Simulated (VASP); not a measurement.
Data:

```yaml
crystal:
  lattice:
    - [-1.61395, 1.61395, 1.61395]
    - [1.61395, -1.61395, 1.61395]
    - [1.61395, 1.61395, -1.61395]
  atoms:
    - { symbol: W, position: [0.00000, 0.00000, 0.00000] }
```

The numbers are results of revPBE GGA, VASP's PBE PAW potentials (set 64) (plane waves; VASP), not measurements. Settings: 520 eV cut-off, 16×16×16 Γ-centred mesh, first-order Methfessel-Paxton smearing of 0.10 eV, potentials W_sv.

Give the stress tensor in GPa (positive for a compressed cell).

```
-8.66   0.00   0.00
 0.00  -8.66   0.00
 0.00   0.00  -8.66
```
The pressure is its mean diagonal, -8.66 GPa.

The compound is W in the bcc structure. This cell is one point of a volume scan, at 1.03 of the reference volume.
